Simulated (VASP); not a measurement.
All values below come from optB86b-vdW, VASP's PBE PAW potentials (set 64) (plane waves; VASP).

Input for VASP

File KPOINTS:
```
Automatic mesh
0
Gamma
13 13 13
0 0 0
```

**POSCAR**
```
C
1
    0.0000000000     1.7857310772     1.7857310772
    1.7857310772     0.0000000000     1.7857310772
    1.7857310772     1.7857310772     0.0000000000
C
2
Direct
  0.0000000000   0.0000000000   0.0000000000
  0.2500000000   0.2500000000   0.2500000000
```

### INCAR
```
# general
SYSTEM    =  C
PREC      =  Accurate
ENCUT     =  520
LREAL     =  .False.
LASPH     =  .True.

# electronic loop
EDIFF     =  1E-7
NELM      =  100
ALGO      =  Normal

# smearing
ISMEAR    =  0
SIGMA     =  0.05

# functional
GGA       =  MK
LUSE_VDW  =  .True.
AGGAC     =  0.0
PARAM1    =  0.1234
PARAM2    =  1.0

# ions
ISIF      =  2

# output
LWAVE     =  .False.
LCHARG    =  .False.
```

POTCAR, in this order: C (PBE.64 set). Program: vasp_std.

Task: Estimate the energy per atom (σ→0).

Result: 
- energy per atom (σ→0) = -781.6 kJ/mol of atoms

**OSZICAR**
```
...
DAV:   5    -0.168388754100E+02   -0.43339E-07   -0.43339E-07  1448   0.523E-03    0.560E+00
DAV:   6    -0.163643177379E+02    0.47456E+00   -0.37895E-01  1392   0.488E+00    0.334E+00
DAV:   7    -0.161999746594E+02    0.16434E+00   -0.45020E-01  1640   0.536E+00    0.723E-01
DAV:   8    -0.162008737631E+02   -0.89910E-03   -0.18977E-03  1392   0.522E-01    0.322E-02
DAV:   9    -0.162009034669E+02   -0.29704E-04   -0.24524E-05  1960   0.585E-02    0.316E-02
DAV:  10    -0.162009126610E+02   -0.91941E-05   -0.88559E-06  1376   0.358E-02    0.673E-03
DAV:  11    -0.162009125676E+02    0.93373E-07   -0.10907E-07  1816   0.307E-03
   1 F= -.16200913E+02 E0= -.16200913E+02  d E =-.232606E-16
```

The compound is C in the diamond structure. It was relaxed first.
